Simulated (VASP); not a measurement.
# CoSi2: Co into a neighbouring Co vacancy, part 2 of 4

How hard is this move in CoSi2: Co into a neighbouring Co vacancy? Both ends are relaxed first, then a band of images between them. The start is a cell from a database of measured crystal structures.

VASP 6.6.1, plane waves and PAW; the level of theory is named at each step.

So far. Step 2 (Relax the host): The run ended after 3 ionic steps, 0.048 eV below its first step, once forces and stress met EDIFFG = -0.02.

The database entry behind the starting cell differs from later determinations by our own check (0.1 to 0.3 % short, probably kX units), so it need not match the best structure at ambient conditions.

## Step 3: Relax the start

This step: LDA, spin-polarised from a ferromagnetic start; plane waves and PAW (Co, Si) (VASP 6.6.1).

System of this step: Co7Si16. The cell holds 23 atoms: 7 Co and 16 Si. Its edges and angles: a = 7.459 Å, b = 7.459 Å, c = 7.459 Å, α = 60.0°, β = 60.0°, γ = 60.0°. It derives from CoSi2. Nearest the centre at fractional (0.000, 0.000, 0.250): Si16 at 1.31 Å, Si14 at 1.33 Å, Co1 at 1.88 Å, Si11 at 2.91 Å, Si19 at 2.92 Å, Si10 at 2.95 Å, Si21 at 2.96 Å, Si18 at 2.97 Å.

A path needs two true minima; the start is relaxed with symmetry off.

INCAR reads:

```
SYSTEM = Co7Si16
PREC = Normal
ENCUT = 280
EDIFF = 1E-05
NELM = 120
ISMEAR = 1
SIGMA = 0.15
LREAL = Auto
ALGO = Fast
GGA = CA
NBANDS = 107
ISPIN = 2
MAGMOM = 2 2 2 2 2 2 2 0 0 0 0 0 0 0 0 0 0 0 0 0 0 0 0
LASPH = .TRUE.
LMAXMIX = 4
LORBIT = 11
LWAVE = .FALSE.
LCHARG = .FALSE.
KPAR = 3
IBRION = 2
NSW = 60
ISIF = 2
EDIFFG = -0.05
POTIM = 0.4
MAXMIX = 40
ISYM = 0
```

POSCAR reads:

```
Co7Si16
1.0
    0.0000000000      5.2744270254      5.2744270254
    5.2744270254      0.0000000000      5.2744270254
    5.2744270254      5.2744270254      0.0000000000
Co Si
7 16
Direct
    0.0015290211     -0.0002760430      0.5015864572
    0.0050335092      0.4966590901     -0.0016005074
    0.0028110044      0.4985714108      0.4993925264
    0.5005327645      0.0015403062     -0.0004249907
    0.5001733360     -0.0020014751      0.4992089288
    0.4983854533      0.5005055854      0.0017651682
    0.5010102678      0.4990206063      0.4980144898
    0.3798846842      0.3739326947      0.3750222519
    0.3762273886      0.3731098964      0.8666096979
    0.3766175318      0.8742065271      0.3741925770
    0.3681604618      0.8804077049      0.8776228877
    0.8736102657      0.3789039918      0.3788419552
    0.8731673762      0.3774676302      0.8705833188
    0.8711709721      0.8762383136      0.3741750548
    0.8731590836      0.8764682884      0.8732585306
    0.1239265404      0.1241536619      0.1262083984
    0.1261721978      0.1250444208      0.6272070013
    0.1269877846      0.6211108145      0.1257865538
    0.1230348940      0.6304326569      0.6229010156
    0.6220753507      0.1267343798      0.1231895420
    0.6235524512      0.1227232083      0.6274819411
    0.6265929843      0.6216371566      0.1241638165
    0.6228674964      0.6208804980      0.6300125113
```

KPOINTS reads:

```
Automatic mesh
0
Gamma
3 3 3
0 0 0
```

PAW data sets: Co and Si (LDA family, release 64).

Launch:

```
$ mpirun -np 3 vasp_std
```

The log of the run:

```text
[banner, memory and clock lines left out]
running    3 mpi-ranks, on    1 nodes
 distrk:  each k-point on    1 cores,    3 groups
 distr:  one band on    1 cores,    1 groups

 POSCAR found type information on POSCAR CoSi
 POSCAR found :  2 types and      23 ions
 LDA part: xc-table for (Slater(with rela. corr.)+CA(PZ))
 , standard interpolation
 POSCAR, INCAR and KPOINTS ok, starting setup
 FFT: planning ... GRIDC
 FFT: planning ... GRID_SOFT
 FFT: planning ... GRID
 WAVECAR not read
 entering main loop
       N       E                     dE             d eps       ncg     rms          rms(c)
DAV:   1     0.575957443569E+03    0.57596E+03   -0.32144E+04  5992   0.728E+02
DAV:   2    -0.106023052357E+03   -0.68198E+03   -0.62095E+03  6205   0.216E+02
DAV:   3    -0.169630773571E+03   -0.63608E+02   -0.59221E+02  7000   0.744E+01
DAV:   4    -0.172096186295E+03   -0.24654E+01   -0.24415E+01  7296   0.158E+01
DAV:   5    -0.172173454065E+03   -0.77268E-01   -0.77188E-01  7576   0.258E+00    0.444E+01
RMM:   6    -0.195507186874E+03   -0.23334E+02   -0.15983E+02  5992   0.537E+01    0.472E+01
RMM:   7    -0.164652608571E+03    0.30855E+02   -0.59377E+01  5992   0.329E+01    0.134E+01
RMM:   8    -0.164493607604E+03    0.15900E+00   -0.15508E+00  5992   0.426E+00    0.781E+00
RMM:   9    -0.164423667561E+03    0.69940E-01   -0.13087E+00  5992   0.437E+00    0.607E+00
RMM:  10    -0.164142852254E+03    0.28082E+00   -0.41776E-01  5992   0.253E+00    0.297E+00
RMM:  11    -0.164096532453E+03    0.46320E-01   -0.10669E-01  5997   0.123E+00    0.113E+00
RMM:  12    -0.164104037353E+03   -0.75049E-02   -0.42559E-02  6300   0.721E-01    0.134E+00
RMM:  13    -0.164091923753E+03    0.12114E-01   -0.20422E-02  6014   0.568E-01    0.499E-01
RMM:  14    -0.164092840063E+03   -0.91631E-03   -0.77501E-03  7064   0.223E-01    0.289E-01
RMM:  15    -0.164092891635E+03   -0.51572E-04   -0.22384E-03  6009   0.174E-01    0.275E-01
RMM:  16    -0.164092401011E+03    0.49062E-03   -0.10162E-03  5998   0.125E-01    0.981E-02
RMM:  17    -0.164092441936E+03   -0.40926E-04   -0.38783E-04  6462   0.639E-02    0.975E-02
RMM:  18    -0.164092381689E+03    0.60247E-04   -0.14146E-04  5819   0.422E-02    0.405E-02
RMM:  19    -0.164092387153E+03   -0.54635E-05   -0.70523E-05  5557   0.206E-02
   1 F= -.16409239E+03 E0= -.16408834E+03  d E =-.164092E+03  mag=    -0.0011
 curvature:   0.00 expect dE= 0.000E+00 dE for cont linesearch  0.000E+00
 trial: gam= 0.00000 g(F)=  0.107E+00 g(S)=  0.000E+00 ort = 0.000E+00 (trialstep = 0.100E+01)
 search vector abs. value=  0.107E+00
 bond charge predicted
       N       E                     dE             d eps       ncg     rms          rms(c)
DAV:   1    -0.164164436474E+03   -0.72055E-01   -0.52377E+00  6544   0.551E+00    0.596E-01
RMM:   2    -0.164168884572E+03   -0.44481E-02   -0.96916E-02  5992   0.126E+00    0.400E-01
RMM:   3    -0.164173208205E+03   -0.43236E-02   -0.25791E-02  5992   0.591E-01    0.646E-01
RMM:   4    -0.164169995385E+03    0.32128E-02   -0.88254E-03  6034   0.396E-01    0.189E-01
RMM:   5    -0.164169828347E+03    0.16704E-03   -0.22713E-03  6139   0.181E-01    0.117E-01
RMM:   6    -0.164169884240E+03   -0.55893E-04   -0.80365E-04  6023   0.112E-01    0.133E-01
RMM:   7    -0.164169759083E+03    0.12516E-03   -0.29785E-04  6008   0.683E-02    0.453E-02
RMM:   8    -0.164169753071E+03    0.60120E-05   -0.96420E-05  5821   0.322E-02
   2 F= -.16416975E+03 E0= -.16416517E+03  d E =-.773659E-01  mag=     0.0002
[...]
3 F= -.16418847E+03 E0= -.16418373E+03  d E =-.960827E-01  mag=    -0.0001
[...]
4 F= -.16418862E+03 E0= -.16418388E+03  d E =-.962337E-01  mag=    -0.0000
[...]
5 F= -.16420674E+03 E0= -.16420205E+03  d E =-.181184E-01  mag=     0.0003
[...]
6 F= -.16421244E+03 E0= -.16420807E+03  d E =-.238240E-01  mag=     0.0003
[...]
7 F= -.16421254E+03 E0= -.16420823E+03  d E =-.239169E-01  mag=     0.0000
[...]
8 F= -.16421545E+03 E0= -.16421146E+03  d E =-.290844E-02  mag=     0.0006
 trial-energy change:   -0.002908  1 .order   -0.002864   -0.004063   -0.001665
 step:   2.1940(harm=  2.3376)  dis= 0.00615  next Energy=  -164.215947 (dE=-0.341E-02)
 bond charge predicted
       N       E                     dE             d eps       ncg     rms          rms(c)
DAV:   1    -0.164215947887E+03   -0.49705E-03   -0.72554E-02  6304   0.678E-01    0.101E-01
RMM:   2    -0.164215991090E+03   -0.43202E-04   -0.19726E-03  5992   0.174E-01    0.455E-02
RMM:   3    -0.164216038351E+03   -0.47262E-04   -0.40791E-04  5996   0.642E-02    0.386E-02
RMM:   4    -0.164216045840E+03   -0.74890E-05   -0.78494E-05  6033   0.322E-02
   9 F= -.16421605E+03 E0= -.16421232E+03  d E =-.350805E-02  mag=     0.0001
 curvature:  -1.33 expect dE=-0.697E-03 dE for cont linesearch -0.638E-05
 trial: gam= 0.13024 g(F)=  0.524E-03 g(S)=  0.000E+00 ort = 0.128E-03 (trialstep = 0.154E+01)
 search vector abs. value=  0.616E-03
 reached required accuracy - stopping structural energy minimisation
```

It took 2.9 min on 3 MPI ranks of AMD EPYC 9R45, shared host; peak memory 1 GiB.

OUTCAR, selected parts (step 3):

```text
 Found     14 irreducible k-points:

   k-points           NKPTS =     14   k-points in BZ     NKDIM =     14   number of bands    NBANDS=    107

   dimension x,y,z NGX =    32 NGY =   32 NGZ =   32
   dimension x,y,z NGXF=    64 NGYF=   64 NGZF=   64

   ENCUT  =  280.0 eV  20.58 Ry    4.54 a.u.  10.18 10.18 10.18*2*pi/ulx,y,z

   NELECT =     127.0000    total number of electrons

 E-fermi :  10.3971

 spin component 1
 k-point     1 :       0.0000    0.0000    0.0000
  band No.  band energies     occupation
    ...
     60       9.8822      1.00001
     61       9.8825      1.00001
     62      10.0422      1.00206
     63      10.0441      1.00217
     64      10.0513      1.00264
     65      11.1964     -0.00000
     66      11.1988     -0.00000
     67      11.1991     -0.00000
     68      11.3620     -0.00000
     69      12.3688     -0.00000
    ...

 k-point     2 :       0.3333    0.0000    0.0000
  band No.  band energies     occupation
    ...
     59       9.3818      1.00000
     60       9.5218      1.00000
     61       9.5231      1.00000
     62       9.6562      1.00000
     63      10.1540      1.02210
     64      10.6693     -0.01388
     65      10.6815     -0.01104
     66      11.4084     -0.00000
     67      11.4263     -0.00000
     68      11.6262     -0.00000
    ...

 k-point     3 :       0.0000    0.3333    0.0000
  band No.  band energies     occupation
    ...
     59       9.3793      1.00000
     60       9.5209      1.00000
     61       9.5215      1.00000
     62       9.6600      1.00000
     63      10.1535      1.02194
     64      10.6730     -0.01298
     65      10.6819     -0.01094
     66      11.4112     -0.00000
     67      11.4237     -0.00000
     68      11.6277     -0.00000
    ...

 k-point     4 :       0.0000    0.0000    0.3333
  band No.  band energies     occupation
    ...
     59       9.3798      1.00000
     60       9.5211      1.00000
     61       9.5227      1.00000
     62       9.6570      1.00000
     63      10.1550      1.02242
     64      10.6740     -0.01272
     65      10.6781     -0.01179
     66      11.4151     -0.00000
     67      11.4192     -0.00000
     68      11.6256     -0.00000
    ...

  Total       -4.9988620     -4.9955969     -4.9947107     -0.0349238      0.0071821      0.0223072
  in kB      -27.2914035    -27.2735774    -27.2687392     -0.1906671      0.0392107      0.1217866
  external PRESSURE =     -27.2779067 kB  Pullay stress =       0.0000000 kB

  energy-cutoff  :      280.00
  volume of cell :      293.46
      direct lattice vectors                 reciprocal lattice vectors
     0.000000000  5.274427025  5.274427025    -0.094797027  0.094797027  0.094797027
     5.274427025  0.000000000  5.274427025     0.094797027 -0.094797027  0.094797027
     5.274427025  5.274427025  0.000000000     0.094797027  0.094797027 -0.094797027

 POSITION                                       TOTAL-FORCE (eV/Angst)
 -----------------------------------------------------------------------------------
      7.91536      7.91497     10.54825        -0.003131     -0.016202      0.027261
      7.90652      5.27170      2.63616         0.011682      0.012769     -0.009846
      5.27546      2.63621      2.64079        -0.014491     -0.027566     -0.003585
     10.54583      7.90824      7.90638         0.011975     -0.008581     -0.003066
      7.91183      5.27423      7.90937        -0.001325     -0.020610     -0.002549
      7.90694      7.90808      5.27232         0.003381     -0.001723     -0.032861
      5.26654      5.27392      5.27769         0.022504     -0.016527     -0.003410
      3.95823      3.95907      3.95925        -0.000700      0.007070      0.017483
      6.58057      6.58492      3.96064         0.008702     -0.008547     -0.000725
      6.58698      3.95953      6.58688        -0.001082      0.008889     -0.007371
      9.25155      6.56670      6.56178        -0.009299      0.010235      0.042690
      3.95861      6.58705      6.59033        -0.000496      0.007449     -0.009866
      6.57367      9.24463      6.57249        -0.011065      0.013604      0.003076
      6.57400      6.57113      9.25452        -0.001828      0.002369     -0.024673
      9.25165      9.25044      9.24650        -0.011230     -0.004955      0.000411
      1.29962      1.29858      1.29675        -0.000177     -0.005577     -0.007427
      3.98196      3.97510      1.29827        -0.030739      0.004504     -0.003972
      3.96912      1.29906      3.96826         0.014838     -0.005165      0.027309
      6.58468      3.96178      3.96571         0.007896     -0.004774     -0.020269
      1.29836      3.97152      3.96826        -0.002944      0.007839      0.024133
      3.95848      6.58733      3.95838         0.000791      0.005848     -0.000515
      3.95530      3.95404      6.58640         0.006042      0.034880      0.002864
      6.58519      6.58523      6.59005         0.000694      0.004774     -0.015095
 -----------------------------------------------------------------------------------
    total drift:                                0.013506     -0.004843      0.007146

  FREE ENERGIE OF THE ION-ELECTRON SYSTEM (eV)
  ---------------------------------------------------
  free  energy   TOTEN  =      -164.2160458403 eV

  energy  without entropy=     -164.2048555580  energy(sigma->0) =     -164.21231575

 total charge
# of ion       s       p       d       tot
------------------------------------------
    1        0.553   0.765   7.641   8.958
    2        0.553   0.766   7.641   8.960
    3        0.553   0.766   7.641   8.961
    4        0.553   0.766   7.641   8.960
    5        0.553   0.765   7.640   8.958
    6        0.553   0.766   7.641   8.960
    7        0.577   0.766   7.698   9.040
    8        0.729   0.918   0.000   1.647
    9        0.729   0.918   0.000   1.647
   10        0.729   0.918   0.000   1.647
   11        0.739   0.881   0.000   1.619
   12        0.729   0.918   0.000   1.647
   13        0.739   0.881   0.000   1.620
   14        0.739   0.880   0.000   1.619
   15        0.739   0.881   0.000   1.619
   16        0.738   0.881   0.000   1.620
   17        0.738   0.881   0.000   1.620
   18        0.738   0.882   0.000   1.620
   19        0.729   0.918   0.000   1.647
   20        0.738   0.881   0.000   1.619
   21        0.729   0.918   0.000   1.647
   22        0.729   0.918   0.000   1.647
   23        0.729   0.918   0.000   1.647
--------------------------------------------------
tot         15.635  19.754  53.542  88.931

 magnetization (x)
# of ion       s       p       d       tot
------------------------------------------
    1        0.000   0.000  -0.000  -0.000
    2        0.000   0.000   0.000   0.000
    3       -0.000   0.000  -0.000  -0.000
    4        0.000   0.000  -0.000  -0.000
    5       -0.000   0.000  -0.000  -0.000
    6       -0.000   0.000   0.000   0.000
    7        0.000   0.000   0.000   0.000
    8        0.000   0.000   0.000   0.000
    9        0.000   0.000   0.000   0.000
   10        0.000   0.000   0.000   0.000
   11        0.000   0.000   0.000   0.000
   12        0.000   0.000   0.000   0.000
   13        0.000   0.000   0.000   0.000
   14        0.000   0.000   0.000   0.000
   15        0.000   0.000   0.000   0.000
   16       -0.000   0.000   0.000  -0.000
   17        0.000   0.000   0.000   0.000
   18        0.000   0.000   0.000   0.000
   19        0.000   0.000   0.000   0.000
   20        0.000   0.000   0.000   0.000
   21        0.000   0.000   0.000   0.000
   22        0.000   0.000   0.000   0.000
   23        0.000   0.000   0.000   0.000
--------------------------------------------------
tot          0.000   0.000   0.000   0.000

[... 1 part as in an earlier step ...]

[... 9 further parts left out ...]
```

CONTCAR:

```
Co7Si16
   1.00000000000000
     0.0000000000000000    5.2744270253999996    5.2744270253999996
     5.2744270253999996    0.0000000000000000    5.2744270253999996
     5.2744270253999996    5.2744270253999996    0.0000000000000000
  Co              Si
     7    16
Direct
     0.9999053367809853    0.9999798404211946    0.5007251061997514
     0.0001266625384853    0.4996737602024098    0.9993561547903396
     0.0001459701312184    0.5005321023646366    0.4996629103959621
     0.4994666762799542    0.9995368957893510    0.9998890570611295
     0.4997481940070474    0.9998208958518312    0.5002149569356705
     0.4999084940729066    0.4996918483887436    0.9994165505885615
     0.5010089464616876    0.4996094508827118    0.4988944900353049
     0.3754055727212410    0.3752451542970945    0.3752111015370742
     0.3758691225114869    0.3750446593022186    0.8725922716120511
     0.3753420041563574    0.8734915404807675    0.3753607956630817
     0.3675209024310798    0.8765534791619866    0.8774854288084141
     0.8739117096378390    0.3755753376065721    0.3749535496000397
     0.8762511332461890    0.3698537895469125    0.8764749893082110
     0.8770287552600278    0.8775726232695045    0.3688184341449608
     0.8764254140159345    0.8766553288592713    0.8774021697401342
     0.1228295284932107    0.1230269447633974    0.1233729081641066
     0.1224221402323357    0.1237224191495017    0.6312338212840275
     0.1230643760816631    0.6292932876215401    0.1232288272821492
     0.1272934185925507    0.6245809048193431    0.6238359419472279
     0.6295872152888604    0.1227714676479038    0.1233897526834179
     0.6244491973940293    0.1260360680757575    0.6244684802913314
     0.6242510585334649    0.6244907521010504    0.1254112964547853
     0.6247209908314508    0.6247127739963059    0.6238001316722805
```

The steps of the relaxation:

```csv
step,energy less that of the first step (eV),largest force (eV/Å)
1,0.0000,0.5665
2,-0.0774,0.2817
3,-0.0961,0.2216
4,-0.0962,0.2400
5,-0.1144,0.1293
6,-0.1201,0.0850
7,-0.1202,0.0793
8,-0.1231,0.0510
9,-0.1237,0.0449
```

The atoms that moved most (Å):

| atom | dx | dy | dz | length |
| --- | --- | --- | --- | --- |
| Si13 | -0.009 | 0.047 | -0.024 | 0.054 |
| Si9 | 0.042 | 0.030 | 0.008 | 0.052 |
| Si18 | 0.030 | -0.034 | 0.022 | 0.051 |
| Si20 | -0.020 | 0.041 | 0.019 | 0.049 |
| Si15 | 0.023 | 0.039 | 0.018 | 0.049 |
| Si12 | -0.038 | -0.019 | -0.016 | 0.045 |
| Si14 | -0.021 | 0.003 | 0.038 | 0.044 |
| Si23 | -0.013 | -0.023 | 0.030 | 0.040 |

Final coordinates:

```
Co Si
1.0
     0.00000    5.27443    5.27443
     5.27443    0.00000    5.27443
     5.27443    5.27443    0.00000
Co Si
7 16
Cartesian
  2.6409 2.6405 -0.0006
  2.6321 -0.0027 2.6362
  5.2755 2.6362 2.6408
  -0.0030 2.6338 2.6320
  2.6374 5.2742 2.6349
  2.6325 2.6337 5.2723
  5.2665 5.2739 5.2777
  3.9582 3.9591 3.9593
  6.5806 6.5849 3.9606
  6.5870 3.9595 6.5869
  9.2516 6.5667 6.5618
  3.9586 6.5870 6.5903
  6.5737 9.2446 6.5725
  6.5740 6.5711 9.2545
  9.2516 9.2504 9.2465
  1.2996 1.2986 1.2968
  3.9820 3.9751 1.2983
  3.9691 1.2991 3.9683
  6.5847 3.9618 3.9657
  1.2984 3.9715 3.9683
  3.9585 6.5873 3.9584
  3.9553 3.9540 6.5864
  6.5852 6.5852 6.5900
```

This step gave:

```
electronic cycles       : 62
electrons               : 127
free energy (TOTEN)     : -164.2160 eV
energy at zero smearing : -164.2123 eV
Fermi energy            : 10.40 eV
```

The spin moment in the PAW sphere vanishes on all atoms.

The run ended after 9 ionic steps, 0.124 eV below its first step, once the forces on the free atoms met EDIFFG = -0.05.

(Continued in part 3 of 4.)

[Lines on the potential files, build, host, timing and source positions are cut from VASP's logs without a mark.]

[Logs are printed without paths, hosts, clocks, repeated set-up lines and the standing remarks that a program may print on its own settings, such as how far it seeks lower states.]

[Hosts, paths, dates, database ids (printed as entryN), source tags and the programs' standing remarks are cut or masked in the printed files.]

[Runs that stopped without an error message from VASP are left out.]
